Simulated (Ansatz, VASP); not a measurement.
# ZnS: VASP beside Ansatz

Wanted: the spread between two codes on one cell, functional and k mesh. The cell is taken from a series of runs on this material, whose earlier steps may have relaxed, scaled, displaced or heated it; both programs get it as it stands.

Method: plane waves, with VASP 6.6.1 beside it; single point at LDA, in Ansatz 0.2.0.

## 1. Set-up

Symmetry: F-43m, No. 216, cubic system. Conventional cell: a = 5.401 Å, b = 5.401 Å, c = 5.401 Å, α = 90.00°, β = 90.00°, γ = 90.00°. Nearest to S lie 4 Zn at 2.34 Å. Nearest to Zn lie 4 S at 2.34 Å. Farther neighbours and most contacts between anions are not listed.

## 2. Ansatz: single point, LDA

Ansatz runs on its PAW soft_1 files.

A single point gives forces, pressure and levels at one fixed geometry, so differences don't come from the geometry; what else differs is listed under the comparison.

input.yaml

```yaml
crystal:
  lattice:
    - [0.0, 2.7002995245, 2.7002995245]
    - [2.7002995245, 0.0, 2.7002995245]
    - [2.7002995245, 2.7002995245, 0.0]
  atoms:
    - { symbol: S, position: [0.0, 0.0, 0.0] }
    - { symbol: Zn, position: [0.75, 0.75, 0.75] }
kpoints:
  mp_grid: { grid: [12, 12, 12] }
hamiltonian:
  xc: lda
  pseudopotentials: { kind: paw, azcp: { folder: soft_1 }, xc_functional: pbe }
scf:
  occupations: { method: fixed }
output:
  forces: true
  stress: true
  eigenvalues: true
```

Run with:

```bash
$ ansatz run input.yaml --threads 4 --pin off --max-ram 10240MiB --backend cpu --events-out ev --progress --plain --runs-dir out
```

Numbers of over 12 decimals in the logs are rounded to 6 here.

What it wrote:

```text
Engine: ansatz 0.2.0, x86_64-unknown-linux-gnu
Pseudopotentials: kind: paw
Pseudopotential: S, paw, valence charge 6, recommended cutoff 420 eV (normal), soft_1/S.paw.azcp
Pseudopotential: Zn, paw, valence charge 12, recommended cutoff 420 eV (normal), soft_1/Zn.paw.azcp
Functional definition: SPW92
  exchange = slater_x
  correlation = pw_c
Crystal: 2 atoms, lattice volume = 39.379 Å³
Basis set: ecut = 420 eV, 749 PW (Γ)
Bands: 13, of which v1, the nominal top of the filled ones, is band 9 counted from 1 (8 counted from 0)
Symmetry: 24 space group operations
Space group: F-43m (ITA 216), of the structure as read, at distance tolerance 3.4e-5 Å
k-points: 72 of 1728 (time reversal used)
Non-local potential: S, projectors of the file, l = 0: 2, l = 1: 2, l = 2: 1
Non-local potential: Zn, projectors of the file, l = 0: 2, l = 1: 2, l = 2: 3, l = 3: 1
PAW form: soft (Blöchl's): semilocal exchange-correlation on the pseudo side does not see the compensation charge
PAW frozen core: S, regenerated for the run's functional, and the local potential with it (the file was generated under x = pbe(κ = 0.804, μ = 0.219515), c = pbe(β = 0.066725))
PAW frozen core: Zn, regenerated for the run's functional, and the local potential with it (the file was generated under x = pbe(κ = 0.804, μ = 0.219515), c = pbe(β = 0.066725))
PAW one-centre angular grid: S, 110 points (default); XC on 64 Gauss nodes
PAW one-centre angular grid: Zn, 590 points (default); XC on 64 Gauss nodes
Initial density: superposition of atomic densities (chi_scale 0.1, normalization cell, long waves kept (reshape's long-wave potential 0.00 eV rms))
Initial wavefunctions: pseudopotential atomic-orbital guess
Functional: x = slater, c = lda
SCF iter   1: F=—  HF=-4117.511659 eV  |F-HF|=—  |Δ(HF+E_count)|=         —  Δρ=3.81e-2  dr2=3.36e-1  ethr=3.10e-3  ⟨swp⟩=5.2  Hψ=5589  notcnv=0  defer=130
preconditioner: auto → none  [insulator: Δε(μ)=2.101 eV  Ē_g=12.519 eV  n_scr=14 (ndim 8)  ℏωp=25.1 eV  f_vac=0.000  ε∞_Penn≈5.0]
SCF iter   2: F=—  HF=-4117.427690 eV  |F-HF|=—  |Δ(HF+E_count)|=   8.40e-2  Δρ=1.42e-2  dr2=4.22e-2  ethr=1.87e-3  ⟨swp⟩=2.0  Hψ=2240  notcnv=0  defer=134
SCF iter   3: F=—  HF=-4117.414598 eV  |F-HF|=—  |Δ(HF+E_count)|=   1.31e-2  Δρ=9.45e-3  dr2=1.72e-2  ethr=2.35e-4  ⟨swp⟩=2.0  Hψ=1670  notcnv=0  defer=139
SCF iter   4: F=—  HF=-4117.410240 eV  |F-HF|=—  |Δ(HF+E_count)|=   4.36e-3  Δρ=2.12e-3  dr2=1.24e-3  ethr=9.54e-5  ⟨swp⟩=2.0  Hψ=2224  notcnv=0  defer=139
SCF iter   5: F=—  HF=-4117.410101 eV  |F-HF|=—  |Δ(HF+E_count)|=   1.39e-4  Δρ=6.13e-4  dr2=8.30e-5  ethr=6.88e-6  ⟨swp⟩=2.2  Hψ=1548  notcnv=0  defer=139
SCF iter   6: F=—  HF=-4117.410118 eV  |F-HF|=—  |Δ(HF+E_count)|=   1.71e-5  Δρ=9.85e-5  dr2=1.66e-6  ethr=4.61e-7  ⟨swp⟩=2.3  Hψ=1568  notcnv=0  defer=1
SCF iter   7: F=-4117.410118 eV  HF=-4117.410118 eV  |F-HF|=2.08e-8  |Δ(HF+E_count)|=   1.34e-7  Δρ=1.10e-5  dr2=2.91e-8  ethr=5.56e-10  ⟨swp⟩=6.6  Hψ=6865  notcnv=0
SCF 1 converged in 7 iterations: F = -4117.410118 eV  dr2 = 2.91e-8
  greatest PAW one-centre occupation: 0.984 electrons in one spin orbital (limit 2), on the Zn atom at site 1 (counted from 0), in its partial waves of l = 2
SCF converged after 7 iterations
Free energy (F): -4117.410118 eV
Harris-Foulkes:  -4117.410118 eV  (|F-HF|=2.08e-8)
Internal energy: -4117.410118 eV  (E = F + TS)
E sigma→0 (E₀):  -4117.410118 eV
Fermi energy:    5.514774 eV
--- Per-component energies (eV) ---
  E_band       = -1.752879
  E_kinetic    = 253.867092
  E_local      = -2270.864502  (includes V_loc(G=0)·N_el)
  E_nonlocal   = 857.689249
  E_hartree    = 862.315853
  E_xc         = -165.934516
  E_vxc        = -134.567244  (∫ρ·V_xc dr)
  E_paw        = -2402.024797  (= ΣΔE_a)
  E_vpaw       = -432.504093  (= ΣTr[D̂ρ^β])
  E_aug_tail   = -0.000247  (compensation charges beyond the density's cutoff)
  E_ewald      = -1254.168592
  E_core_change = 1.710341  (= ΣΔE_core)
  E_smearing   = -0.000000  (= −TS)
  E_closure    = -0.000000  (closes the sum)
  Σ components = -4117.410118   (vs F -4117.410118, Δ=0.00e0)
--- Forces (eV/Å), atoms counted from 1 ---
  atom   1  S     -0.00000000     0.00000000     0.00000000
  atom   2  Zn     0.00000000    -0.00000000     0.00000000
  max |Σ_I F_I| component: 9.25e-17 eV/Å
--- Stress (GPa, compression-positive) ---
       -4.430174       0.000000      -0.000000
        0.000000      -4.430174       0.000000
       -0.000000       0.000000      -4.430174
  P = ⅓ Tr σ = -4.4302 GPa (-44.302 kbar)
--- Band table (eV; the first three rows and the last of 72) ---
  k-point 0: bands = [... 5 lower, -0.4933, 5.5148, 5.5148, 5.5148, 7.3759, 11.7325, 11.7325, 11.7325]
  k-point 1: bands = [... 5 lower, -0.4943, 4.8890, 5.4444, 5.4444, 7.8738, 11.6490, 11.8550, 11.8550]
  k-point 2: bands = [... 5 lower, -0.4954, 3.7662, 5.2632, 5.2632, 8.5249, 11.6915, 12.1361, 12.1361]
  k-point 71: bands = [... 5 lower, -0.0818, 0.8241, 2.7028, 2.7352, 11.0336, 11.4080, 13.1739, 13.5044]
```

The column dr2 measures how far the density is from self-consistency, as an energy; F and HF (Harris–Foulkes) agree once it is small.

The run ends at a pressure of -4.43 GPa.

## 3. VASP: single point, LDA

The same cell, functional (in two slightly different forms) and mesh now go to VASP, with its own data sets.

Lines of VASP's logs that name or quote its potential files are left out, and so is its time.

INCAR

```
SYSTEM = ZnS
PREC = Accurate
ENCUT = 500
EDIFF = 1E-06
NELM = 120
ISMEAR = 0
SIGMA = 0.01
LREAL = .FALSE.
ALGO = Normal
GGA = PW92
NBANDS = 15
LORBIT = 11
LWAVE = .FALSE.
LCHARG = .FALSE.
ISIF = 2
LASPH = .TRUE.
GGA_COMPAT = .FALSE.
EFERMI = MIDGAP
```

POSCAR

```
ZnS
1.0
    0.0000000000      2.7002995245      2.7002995245
    2.7002995245      0.0000000000      2.7002995245
    2.7002995245      2.7002995245      0.0000000000
S Zn
1 1
Direct
    0.0000000000      0.0000000000      0.0000000000
    0.7500000000      0.7500000000      0.7500000000
```

KPOINTS

```
Automatic mesh
0
Gamma
12 12 12
0 0 0
```

Potentials, in the order of the species: S and Zn (LDA family, release 64).

Run with:

```bash
$ mpirun -np 1 vasp_std
```

What it wrote:

```text
[banner, memory and clock lines left out]
running    1 mpi-ranks, on    1 nodes
 distrk:  each k-point on    1 cores,    1 groups
 distr:  one band on    1 cores,    1 groups

 POSCAR found type information on POSCAR S Zn
 POSCAR found :  2 types and       2 ions
|                                                                             |
|               ----> ADVICE to this user running VASP <----                  |
|                                                                             |
|     You enforced a specific xc type in the INCAR file but a different       |
|     [... a line on the potential file left out ...]
|     I HOPE YOU KNOW WHAT YOU ARE DOING!                                     |
|                                                                             |

 LDA part: xc-table for (Slater(with rela. corr.)+PW92), standard interpolation
 POSCAR, INCAR and KPOINTS ok, starting setup
 FFT: planning ... GRIDC
 FFT: planning ... GRID_SOFT
 FFT: planning ... GRID
 WAVECAR not read
 entering main loop
       N       E                     dE             d eps       ncg     rms          rms(c)
DAV:   1     0.797745484165E+02    0.79775E+02   -0.84376E+03  2160   0.138E+03
DAV:   2    -0.316672204284E+01   -0.82941E+02   -0.78174E+02  2412   0.263E+02
DAV:   3    -0.854744661181E+01   -0.53807E+01   -0.53533E+01  2692   0.635E+01
DAV:   4    -0.860359011046E+01   -0.56143E-01   -0.56125E-01  2587   0.681E+00
DAV:   5    -0.860425708699E+01   -0.66698E-03   -0.66695E-03  2727   0.716E-01    0.684E+00
DAV:   6    -0.820920267655E+01    0.39505E+00   -0.78574E-01  3249   0.324E+01    0.530E+00
DAV:   7    -0.818265191162E+01    0.26551E-01   -0.23156E-01  2622   0.494E+00    0.256E+00
DAV:   8    -0.817672479703E+01    0.59271E-02   -0.49035E-03  3189   0.101E+00    0.581E-01
DAV:   9    -0.817622750889E+01    0.49729E-03   -0.98607E-04  2580   0.254E-01    0.867E-02
DAV:  10    -0.817624235610E+01   -0.14847E-04   -0.60532E-05  2741   0.611E-02    0.179E-02
DAV:  11    -0.817624127210E+01    0.10840E-05   -0.27994E-06  2572   0.197E-02    0.384E-03
DAV:  12    -0.817624140059E+01   -0.12849E-06   -0.11588E-06  1689   0.803E-03
   1 F= -.81762414E+01 E0= -.81762414E+01  d E =0.000000E+00
```

Parts of OUTCAR (step 3):

```text
ion  position               nearest neighbor table
   1  0.000  0.000  0.000-   2 2.34   2 2.34   2 2.34   2 2.34
   2  0.750  0.750  0.750-   1 2.34   1 2.34   1 2.34   1 2.34

  LATTYP: Found a face centered cubic cell.
 ALAT       =     5.4005990490

 Subroutine GETGRP returns: Found 24 space group operations
 (whereof 24 operations were pure point group operations)

The static configuration has the point symmetry T_d .

 Found     72 irreducible k-points:

   k-points           NKPTS =     72   k-points in BZ     NKDIM =     72   number of bands    NBANDS=     15

   dimension x,y,z NGX =    28 NGY =   28 NGZ =   28
   dimension x,y,z NGXF=    56 NGYF=   56 NGZF=   56

   ENCUT  =  500.0 eV  36.75 Ry    6.06 a.u.   6.96  6.96  6.96*2*pi/ulx,y,z

   NELECT =      18.0000    total number of electrons

 k-points in reciprocal lattice and weights: Automatic mesh
   0.00000000  0.00000000  0.00000000       0.001
   0.08333333  0.00000000  0.00000000       0.005
   0.16666667  0.00000000  0.00000000       0.005
   0.25000000  0.00000000  0.00000000       0.005
   0.33333333  0.00000000  0.00000000       0.005
   0.41666667  0.00000000  0.00000000       0.005
   0.50000000  0.00000000  0.00000000       0.002
   0.08333333  0.08333333  0.00000000       0.003
   0.16666667  0.08333333  0.00000000       0.014
[...]
-0.33333333  0.50000000  0.16666667       0.007
  -0.25000000  0.50000000  0.25000000       0.003

 average (electrostatic) potential at core
       1 -89.1968       2 -37.4655

 E-fermi :   2.8947

 k-point     1 :       0.0000    0.0000    0.0000
  band No.  band energies     occupation
    ...
      5      -4.0792      2.00000
      6      -4.0792      2.00000
      7       1.9454      2.00000
      8       1.9454      2.00000
      9       1.9454      2.00000
     10       3.8440      0.00000
     11       8.2015      0.00000
     12       8.2015      0.00000
     13       8.2015      0.00000
     14      13.4745      0.00000
    ...

 k-point     2 :       0.0833    0.0000    0.0000
  band No.  band energies     occupation
    ...
      5      -4.0802      2.00000
      6      -4.0802      2.00000
      7       1.3230      2.00000
      8       1.8752      2.00000
      9       1.8752      2.00000
     10       4.3384      0.00000
     11       8.1178      0.00000
     12       8.3248      0.00000
     13       8.3248      0.00000
     14      13.3350      0.00000
    ...

 k-point     3 :       0.1667    0.0000    0.0000
  band No.  band energies     occupation
    ...
      5      -4.0812      2.00000
      6      -4.0812      2.00000
      7       0.2007      2.00000
      8       1.6943      2.00000
      9       1.6943      2.00000
     10       4.9883      0.00000
     11       8.1603      0.00000
     12       8.6078      0.00000
     13       8.6078      0.00000
     14      12.8571      0.00000
    ...

  Total       -1.0535338     -1.0535338     -1.0535338      0.0000000      0.0000000      0.0000000
  in kB      -42.8640535    -42.8640535    -42.8640535      0.0000000      0.0000000      0.0000000
  external PRESSURE =     -42.8640535 kB  Pullay stress =       0.0000000 kB

  energy-cutoff  :      500.00
  volume of cell :       39.38
      direct lattice vectors                 reciprocal lattice vectors
     0.000000000  2.700299525  2.700299525    -0.185164644  0.185164644  0.185164644
     2.700299525  0.000000000  2.700299525     0.185164644 -0.185164644  0.185164644
     2.700299525  2.700299525  0.000000000     0.185164644  0.185164644 -0.185164644

 POSITION                                       TOTAL-FORCE (eV/Angst)
 -----------------------------------------------------------------------------------
      0.00000      0.00000      0.00000        -0.000000     -0.000000     -0.000000
      4.05045      4.05045      4.05045         0.000000      0.000000      0.000000
 -----------------------------------------------------------------------------------
    total drift:                                0.000000      0.000000      0.000000

  FREE ENERGIE OF THE ION-ELECTRON SYSTEM (eV)
  ---------------------------------------------------
  free  energy   TOTEN  =        -8.1762414006 eV

  energy  without entropy=       -8.1762414006  energy(sigma->0) =       -8.17624140

 total charge
# of ion       s       p       d       tot
------------------------------------------
    1        1.315   2.413   0.000   3.728
    2        0.534   0.488   9.798  10.820
--------------------------------------------------
tot          1.849   2.902   9.798  14.548

[... 3 further parts left out ...]
```

The run ends at a pressure of -4.29 GPa.

## 4. Differences

Known differences besides the potentials themselves: fixed occupations in Ansatz, narrow Gaussian smearing in VASP; the cutoff is 420 eV in Ansatz and 500 eV in VASP; VASP's log shows a relativistic correction to its local exchange, Ansatz's none. Total energies have different zeros and are not compared.

The two programs side by side:

```
              quantity  Ansatz   VASP  difference
        pressure (GPa)   -4.43  -4.29       -0.14
gap on the k mesh (eV)   1.861  1.899      -0.037
```

A gap on the mesh is an upper bound, since the band edges may lie between its points.

## 5. Results

* difference in gap on the k mesh (single point, LDA): -0.037 eV

The difference in gap on the k mesh is -0.037 eV (single point, LDA), within the 0.08 eV picked in this series as the mark of a large difference. Such differences can come from data sets, numerical settings and the points named under the comparisons, not from the functional's error against experiment.

[Lines on the potential files, build, host, timing and source positions are cut from VASP's logs without a mark.]

[Logs are printed without paths, hosts, clocks, repeated set-up lines and the standing remarks that a program may print on its own settings, such as how far it seeks lower states.]

[Hosts, paths, dates, database ids (printed as entryN), source tags and the programs' standing remarks are cut or masked in the printed files.]
